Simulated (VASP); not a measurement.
Computed with PBE GGA, VASP's PBE PAW potentials (set 64) (plane waves; VASP).

Input for VASP

**KPOINTS**
```
Automatic mesh
0
Gamma
8 8 5
0 0 0
```

### POSCAR
```
ZnO
1
    1.6250000000    -2.8145830000     0.0000000000
    1.6250000000     2.8145830000     0.0000000000
    0.0000000000     0.0000000000     5.2100000000
Zn O
2 2
Direct
  0.6666670000   0.3333330000   0.5000000000
  0.3333330000   0.6666670000   0.0000000000
  0.6666670000   0.3333330000   0.8820000000
  0.3333330000   0.6666670000   0.3820000000
```

**INCAR**
```
! general
SYSTEM  = ZnO
PREC    = Accurate
ENCUT   = 650   ! plane-wave cut-off (eV)
LREAL   = F   ! projection in real space or not
LASPH   = T   ! aspherical one-centre terms

! electronic loop
EDIFF   = 1E-6
NELM    = 100
ALGO    = Normal
LMAXMIX = 4   ! l cut-off of mixed one-centre charges

! smearing
ISMEAR  = 0   ! Gaussian
SIGMA   = 0.05

! functional
GGA     = PE

! ions
ISIF    = 2

! output
LWAVE   = F
LCHARG  = F
```

POTCAR, in this order: Zn O (PBE.64 set). Program: vasp_std.

Problem. What will the output report for the number of irreducible k-points (NKPTS), number of bands (NBANDS), largest plane-wave count, number of space-group operations, FFT grid (NGX, NGY, NGZ)?

Solution. 
```
Quantity                                      Result
--------------------------------------  ------------
number of irreducible k-points (NKPTS)            30
number of bands (NBANDS)                          22
largest plane-wave count                        1810
number of space-group operations                  12
FFT grid (NGX, NGY, NGZ)                28 × 28 × 48
```

The compound is ZnO in the wurtzite structure. The cell was not relaxed at this level. The run is one of a series of settings (ENCUT = 650 against the base run), some of them coarse on purpose.
